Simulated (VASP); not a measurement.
Here is the system:

```
CELL_PARAMETERS angstrom
      0.00000     2.65442     2.65442
      2.65442     0.00000     2.65442
      2.65442     2.65442     0.00000
ATOMIC_POSITIONS crystal
  K  0.00000 0.00000 0.00000
  F  0.50000 0.50000 0.50000
```

Computed with PBE GGA, VASP's PBE PAW potentials (set 64) (plane waves; VASP). Settings: 400 eV cut-off, 9×9×9 Γ-centred mesh, Fermi-Dirac smearing of 0.020 eV, potentials K_sv F.

**Question.** Give the energies of bands 6 to 10 at the high-symmetry points, in eV from the valence-band maximum.

**Answer.** 
| band | Γ | X | U | L | W |
|---|---|---|---|---|---|
| 6 | 0.00 | -0.22 | -0.35 | -0.82 | -0.43 |
| 7 | 0.00 | -0.06 | -0.21 | -0.37 | -0.17 |
| 8 | 0.00 | -0.06 | -0.20 | -0.37 | -0.17 |
| 9 | 6.29 | 8.23 | 9.01 | 9.16 | 9.82 |
| 10 | 10.75 | 10.43 | 10.85 | 10.77 | 9.82 |

The gap is direct, 6.29 eV, from the valence maximum at Γ to the conduction minimum at Γ.

The structure comes from a computed database's KF entry; how it stands against other phases isn't given here. The cell was not relaxed at this level.
